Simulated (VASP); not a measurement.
Input:

```
BaS
1.0
    0.00000     3.22629     3.22629
    3.22629     0.00000     3.22629
    3.22629     3.22629     0.00000
Ba S
1 1
Cartesian
  0.00000   0.00000   0.00000
  3.22629   3.22629   3.22629
```

These are r2SCAN meta-GGA, VASP's PBE PAW potentials (set 64) (plane waves; VASP) values and carry that method's errors. Run with 480 eV cut-off, 8×8×8 Γ-centred mesh, Gaussian smearing of 0.050 eV, potentials Ba_sv S.

Unless said otherwise, spin-orbit coupling is left out, though it shifts the bands of the heavy elements here.

Problem. Estimate the energy per atom (σ→0), band gap (on the k-mesh) with the smallest direct gap where there is one.

Solution. 
```json
{
 "band gap (on the k-mesh)": "2.51 eV",
 "smallest direct gap (on the k-mesh)": "2.66 eV",
 "energy per atom (σ→0)": "-19.603 eV/atom"
}
```

The compound is BaS in the rock salt structure. It was relaxed first.
